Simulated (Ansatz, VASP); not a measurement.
## RbCu4S4 in two plane-wave programs

One calculation is typed for both programs; each brings its own data sets and cutoff. How far apart do they land? The cell is invented: Sites of the NaCu4S4 structure (space group 164) filled with other elements, volume scaled by an estimate. It may not be a known or stable phase.

Program: Ansatz 0.2.0. Level of theory: plane waves, with VASP 6.6.1 beside it; relaxation of cell and atoms at PBE. Results are calculated unless marked as measured.

## (1) The structure

The structure is trigonal, space group P-3m1 (No. 164). The conventional cell has a = 3.950 Å, b = 3.950 Å, c = 12.544 Å, α = 90.00°, β = 90.00°, γ = 120.00°. Nearest to Rb lie 6 S at 3.03 Å. Nearest to Cu lie 4 S at 2.41 to 2.42 Å. Cu has 3 S at 2.31 Å nearest. S has 1 S at 2.18 Å and 3 Cu at 2.41 Å nearest. S has 4 Cu at 2.31 to 2.42 Å and 3 Rb at 3.03 Å nearest. Sites of the NaCu4S4 structure (space group 164) filled with other elements, volume scaled by an estimate. Farther neighbours and most contacts between anions are not listed.

Coordinates:

```
Rb Cu S
1.0
     3.94955    0.00000    0.00000
    -1.97477    3.42041    0.00000
     0.00000    0.00000   12.54428
Rb Cu S
1 4 4
Cartesian
  0.0000 0.0000 6.2721
  1.9748 1.1401 10.6855
  0.0000 2.2803 1.8587
  0.0000 2.2803 8.6289
  1.9748 1.1401 3.9154
  0.0000 0.0000 11.4520
  0.0000 0.0000 1.0923
  1.9748 1.1401 8.2606
  0.0000 2.2803 4.2836
```

## (2) VASP: relaxation of cell and atoms, PBE

The relaxed volume is the usual yardstick between codes: its relative difference is about their pressure difference at one cell divided by the bulk modulus.

Lines of VASP's logs that name or quote its potential files are left out, and so is its time.

File INCAR:

```
SYSTEM = RbCu4S4
PREC = Accurate
ENCUT = 400
EDIFF = 1E-06
NELM = 100
ISMEAR = -1
SIGMA = 0.05
LREAL = .FALSE.
ALGO = Normal
GGA = PE
LORBIT = 11
LWAVE = .FALSE.
LCHARG = .FALSE.
KPAR = 4
IBRION = 2
NSW = 60
ISIF = 3
EDIFFG = -0.01
```

File POSCAR:

```
RbCu4S4
1.0
    3.9495470000      0.0000000000      0.0000000000
   -1.9747730000      3.4204080000      0.0000000000
    0.0000000000      0.0000000000     12.5442810000
Rb Cu S
1 4 4
Direct
    0.0000000000      0.0000000000      0.5000000000
    0.6666666700      0.3333333300      0.8518258400
    0.3333333300      0.6666666700      0.1481741600
    0.3333333300      0.6666666700      0.6878761100
    0.6666666700      0.3333333300      0.3121238900
    0.0000000000      0.0000000000      0.9129246700
    0.0000000000      0.0000000000      0.0870753300
    0.6666666700      0.3333333300      0.6585191300
    0.3333333300      0.6666666700      0.3414808700
```

File KPOINTS:

```
Automatic mesh
0
Gamma
7 7 2
0 0 0
```

The projector-augmented-wave data sets are Rb_sv, Cu and S (PBE family, release 64).

Run with:

```sh
$ mpirun -np 4 vasp_std
```

Numbers of over 12 decimals in the logs are rounded to 6 here.

The program printed:

```text
[banner, memory and clock lines left out]
running    4 mpi-ranks, on    1 nodes
 distrk:  each k-point on    1 cores,    4 groups
 distr:  one band on    1 cores,    1 groups

 POSCAR found type information on POSCAR RbCuS
 POSCAR found :  3 types and       9 ions
 LDA part: xc-table for (Slater+PW92), standard interpolation
 POSCAR, INCAR and KPOINTS ok, starting setup
 FFT: planning ... GRIDC
 FFT: planning ... GRID_SOFT
 FFT: planning ... GRID
 WAVECAR not read
 entering main loop
       N       E                     dE             d eps       ncg     rms          rms(c)
DAV:   1     0.689605073498E+03    0.68961E+03   -0.27635E+04  1472   0.164E+03
DAV:   2     0.654083060122E+02   -0.62420E+03   -0.60464E+03  1480   0.408E+02
DAV:   3    -0.313370852789E+02   -0.96745E+02   -0.93456E+02  2100   0.183E+02
DAV:   4    -0.398258297530E+02   -0.84887E+01   -0.83755E+01  2512   0.574E+01
DAV:   5    -0.400437031086E+02   -0.21787E+00   -0.21691E+00  2530   0.994E+00    0.234E+01
DAV:   6    -0.405082595354E+02   -0.46456E+00   -0.99227E+01  2330   0.171E+02    0.180E+01
DAV:   7    -0.347483874626E+02    0.57599E+01   -0.26409E+01  2040   0.940E+01    0.834E+00
DAV:   8    -0.352384264502E+02   -0.49004E+00   -0.10506E+01  2408   0.476E+01    0.618E+00
DAV:   9    -0.353119244905E+02   -0.73498E-01   -0.67645E+00  2328   0.554E+01    0.586E+00
DAV:  10    -0.348296792958E+02    0.48225E+00   -0.19329E+00  2274   0.330E+01    0.110E+00
DAV:  11    -0.348659261567E+02   -0.36247E-01   -0.31174E-01  2198   0.764E+00    0.870E-01
DAV:  12    -0.348654487826E+02    0.47737E-03   -0.11082E-01  1952   0.804E+00    0.570E-01
DAV:  13    -0.348645585697E+02    0.89021E-03   -0.39318E-02  2184   0.517E+00    0.208E-01
DAV:  14    -0.348643614581E+02    0.19711E-03   -0.51945E-03  2174   0.766E-01    0.122E-01
DAV:  15    -0.348643072171E+02    0.54241E-04   -0.71424E-04  2240   0.279E-01    0.911E-02
DAV:  16    -0.348642060966E+02    0.10112E-03   -0.50010E-04  2456   0.734E-01    0.149E-02
DAV:  17    -0.348642269548E+02   -0.20858E-04   -0.21373E-04  2256   0.103E-01    0.252E-02
DAV:  18    -0.348642266213E+02    0.33346E-06   -0.12838E-04  1798   0.359E-01    0.236E-02
DAV:  19    -0.348642218107E+02    0.48106E-05   -0.26690E-05  2030   0.120E-01    0.103E-02
DAV:  20    -0.348642204761E+02    0.13345E-05   -0.36326E-06  1136   0.645E-02    0.212E-03
DAV:  21    -0.348642206122E+02   -0.13610E-06   -0.16470E-06   976   0.287E-02
   1 F= -.34864221E+02 E0= -.34847368E+02  d E =-.348642E+02
[... from here on, the cycles between the ionic steps are left out ...]
   2 F= -.35141532E+02 E0= -.35125212E+02  d E =-.277311E+00
  26 F= -.35678705E+02 E0= -.35663136E+02  d E =-.121093E-02
  27 F= -.35678702E+02 E0= -.35663140E+02  d E =-.120832E-02
  28 F= -.35678700E+02 E0= -.35663140E+02  d E =-.120571E-02
  29 F= -.35678830E+02 E0= -.35663266E+02  d E =-.130526E-03
  30 F= -.35678841E+02 E0= -.35663273E+02  d E =-.140698E-03
  31 F= -.35678845E+02 E0= -.35663277E+02  d E =-.144741E-03
  32 F= -.35678844E+02 E0= -.35663278E+02  d E =-.143827E-03
  33 F= -.35678845E+02 E0= -.35663279E+02  d E =-.145546E-03
  34 F= -.35678846E+02 E0= -.35663281E+02  d E =-.145885E-03
  35 F= -.35678904E+02 E0= -.35663323E+02  d E =-.583794E-04
  36 F= -.35678912E+02 E0= -.35663317E+02  d E =-.661798E-04
 curvature:  -1.57 expect dE=-0.907E-04 dE for cont linesearch -0.271E-07
 trial: gam= 0.38722 g(F)=  0.410E-04 g(S)=  0.170E-04 ort = 0.200E-05 (trialstep = 0.100E+01)
 search vector abs. value=  0.943E-04
 bond charge predicted
       N       E                     dE             d eps       ncg     rms          rms(c)
DAV:   1    -0.356791618479E+02   -0.25022E-03   -0.10173E-02  2080   0.942E-01    0.133E-01
DAV:   2    -0.356791000018E+02    0.61846E-04   -0.34562E-03  2144   0.103E+00    0.828E-02
DAV:   3    -0.356789688761E+02    0.13113E-03   -0.10117E-03  1984   0.773E-01    0.489E-02
DAV:   4    -0.356789545752E+02    0.14301E-04   -0.33188E-04  2024   0.504E-01    0.269E-02
DAV:   5    -0.356789498021E+02    0.47730E-05   -0.54442E-05  2232   0.139E-01    0.152E-02
DAV:   6    -0.356789486463E+02    0.11558E-05   -0.19869E-05  1922   0.911E-02    0.624E-03
DAV:   7    -0.356789484345E+02    0.21181E-06   -0.68669E-06  1398   0.430E-02
  37 F= -.35678948E+02 E0= -.35663371E+02  d E =-.365089E-04
 trial-energy change:   -0.000037  1 .order   -0.000041   -0.000059   -0.000024
 step:   1.6847(harm=  1.6847)  dis= 0.00174  next Energy=   -35.678961 (dE=-0.494E-04)
 reached required accuracy - stopping structural energy minimisation
```

Parts of OUTCAR (step 2):

```text
ion  position               nearest neighbor table
   1  0.000  0.000  0.500-   8 3.03   9 3.03   9 3.03   8 3.03   8 3.03   9 3.03   4 3.28   5 3.28
                             4 3.28   5 3.28   4 3.28   5 3.28
   2  0.667  0.333  0.852-   6 2.41   6 2.41   6 2.41   8 2.42
   3  0.333  0.667  0.148-   7 2.41   7 2.41   7 2.41   9 2.42
   4  0.333  0.667  0.688-   8 2.31   8 2.31   8 2.31   1 3.28   1 3.28   1 3.28
   5  0.667  0.333  0.312-   9 2.31   9 2.31   9 2.31   1 3.28   1 3.28   1 3.28
   6  0.000  0.000  0.913-   7 2.18   2 2.41   2 2.41   2 2.41
   7  0.000  0.000  0.087-   6 2.18   3 2.41   3 2.41   3 2.41
   8  0.667  0.333  0.659-   4 2.31   4 2.31   4 2.31   2 2.42   1 3.03   1 3.03   1 3.03
   9  0.333  0.667  0.341-   5 2.31   5 2.31   5 2.31   3 2.42   1 3.03   1 3.03   1 3.03

  LATTYP: Found a hexagonal cell.
 ALAT       =     3.9495470000
 C/A-ratio  =     3.1761315918

 Subroutine GETGRP returns: Found 12 space group operations
 (whereof 12 operations were pure point group operations)

The static configuration has the point symmetry D_3d.

 Found     16 irreducible k-points:

   k-points           NKPTS =     16   k-points in BZ     NKDIM =     16   number of bands    NBANDS=     46

   dimension x,y,z NGX =    28 NGY =   28 NGZ =   84
   dimension x,y,z NGXF=    56 NGYF=   56 NGZF=  168

   ENCUT  =  400.0 eV  29.40 Ry    5.42 a.u.   6.44  6.44 20.46*2*pi/ulx,y,z

   NELECT =      77.0000    total number of electrons

 k-points in reciprocal lattice and weights: Automatic mesh
   0.00000000  0.00000000  0.00000000       0.010
   0.14285714  0.00000000  0.00000000       0.061
   0.28571429  0.00000000  0.00000000       0.061
   0.42857143  0.00000000  0.00000000       0.061
   0.14285714  0.14285714  0.00000000       0.061
   0.28571429  0.14285714  0.00000000       0.122
   0.42857143  0.14285714  0.00000000       0.061
   0.28571429  0.28571429  0.00000000       0.061
   0.00000000  0.00000000  0.50000000       0.010
[...]
0.42857143  0.14285714  0.50000000       0.061
   0.28571429  0.28571429  0.50000000       0.061

 average (electrostatic) potential at core
       1 -35.1835       2 -66.2152       3 -66.2152       4 -66.1833       5 -66.1833
       6 -87.8188       7 -87.8188       8 -87.1048       9 -87.1048

 E-fermi :   4.6939

 k-point     1 :       0.0000    0.0000    0.0000
  band No.  band energies     occupation
    ...
     29       2.5013      2.00000
     30       2.5013      2.00000
     31       3.4805      2.00000
     32       3.8685      2.00000
     33       3.8685      2.00000
     34       4.9262      0.01899
     35       4.9262      0.01899
     36       5.0807      0.00087
     37       5.0807      0.00087
     38       5.3697      0.00000
    ...

 k-point     2 :       0.1429    0.0000    0.0000
  band No.  band energies     occupation
    ...
     33       3.7132      2.00000
     34       4.1190      1.99998
     35       4.2355      1.99979
     36       4.5538      1.88538
     37       4.7449      0.52977
     38       4.7541      0.46136
     39       5.1568      0.00019
     40       6.3980      0.00000
     41       6.6915      0.00000
     42       7.5034      0.00000
    ...

 k-point     3 :       0.2857    0.0000    0.0000
  band No.  band energies     occupation
    ...
     35       3.5403      2.00000
     36       3.8103      2.00000
     37       3.8725      2.00000
     38       4.1720      1.99994
     39       4.6956      0.98276
     40       6.3917      0.00000
     41       7.2537      0.00000
     42       7.9590      0.00000
     43       8.0135      0.00000
     44       8.5729      0.00000
    ...

  Total       -0.0261366     -0.0261366     -0.0463791     -0.0000000      0.0000000      0.0000000
  in kB       -0.2448715     -0.2448715     -0.4345211     -0.0000000      0.0000000      0.0000000
  external PRESSURE =      -0.3080880 kB  Pullay stress =       0.0000000 kB

  energy-cutoff  :      400.00
  volume of cell :      171.01
      direct lattice vectors                 reciprocal lattice vectors
     3.860521216 -0.000000014  0.000000000     0.259032381  0.149552379  0.000000000
    -1.930260132  3.343309419 -0.000000000     0.000000001  0.299104832  0.000000000
    -0.000000000 -0.000000000 13.249495524    -0.000000000  0.000000000  0.075474572

 POSITION                                       TOTAL-FORCE (eV/Angst)
 -----------------------------------------------------------------------------------
     -0.00000     -0.00000      6.62475        -0.000000     -0.000000      0.000000
      1.93026      1.11444     11.46027         0.000000      0.000000     -0.008668
      0.00000      2.22887      1.78922        -0.000000     -0.000000      0.008668
      0.00000      2.22887      9.44112         0.000000      0.000000     -0.000566
      1.93026      1.11444      3.80838        -0.000000     -0.000000      0.000566
     -0.00000     -0.00000     12.19205         0.000000      0.000000     -0.002588
     -0.00000     -0.00000      1.05744        -0.000000     -0.000000      0.002588
      1.93026      1.11444      9.11622        -0.000000     -0.000000      0.002490
      0.00000      2.22887      4.13328        -0.000000      0.000000     -0.002490
 -----------------------------------------------------------------------------------
    total drift:                                0.000000     -0.000000      0.000000

  FREE ENERGIE OF THE ION-ELECTRON SYSTEM (eV)
  ---------------------------------------------------
  free  energy   TOTEN  =       -35.6789484345 eV

  energy  without entropy=      -35.6477929426  energy(sigma->0) =      -35.66337069

 reached required accuracy - stopping structural energy minimisation

 total charge
# of ion       s       p       d       tot
------------------------------------------
    1        1.945   5.348   0.042   7.335
    2        0.364   0.353   9.215   9.932
    3        0.364   0.353   9.215   9.932
    4        0.405   0.354   9.232   9.991
    5        0.405   0.354   9.232   9.991
    6        1.343   2.294   0.000   3.637
    7        1.343   2.294   0.000   3.637
    8        1.311   2.400   0.000   3.711
    9        1.311   2.400   0.000   3.711
--------------------------------------------------
tot          8.791  16.150  36.936  61.877

[... 3 further parts left out ...]
```

CONTCAR:

```
RbCu4S4
   1.00000000000000
     3.8605212163902252   -0.0000000142637187    0.0000000000000000
    -1.9302601318182344    3.3433094194839930   -0.0000000000000000
    -0.0000000000000000   -0.0000000000000000   13.2494955237145842
  Rb              Cu              S
     1     4     4
Direct
     0.0000000000000000    0.0000000000000000    0.5000000000000000
     0.6666666699999979    0.3333333300000021    0.8649591160066604
     0.3333333300000021    0.6666666699999979    0.1350408839933394
     0.3333333300000021    0.6666666699999979    0.7125643476931528
     0.6666666699999979    0.3333333300000021    0.2874356523068466
     0.0000000000000000    0.0000000000000000    0.9201900025578532
     0.0000000000000000    0.0000000000000000    0.0798099974421465
     0.6666666699999979    0.3333333300000021    0.6880425242766908
     0.3333333300000021    0.6666666699999979    0.3119574757233096
```

This run has no spin polarisation, so a moment on Cu, if there is one, isn't seen. Its electron count is odd, so without a moment it is a metal by construction.

[end of part 1 of 2]

[Lines on the potential files, build, host, timing and source positions are cut from VASP's logs without a mark.]

[Logs are printed without paths, hosts, clocks, repeated set-up lines and the standing remarks that a program may print on its own settings, such as how far it seeks lower states.]

[Hosts, paths, dates, database ids (printed as entryN), source tags and the programs' standing remarks are cut or masked in the printed files.]
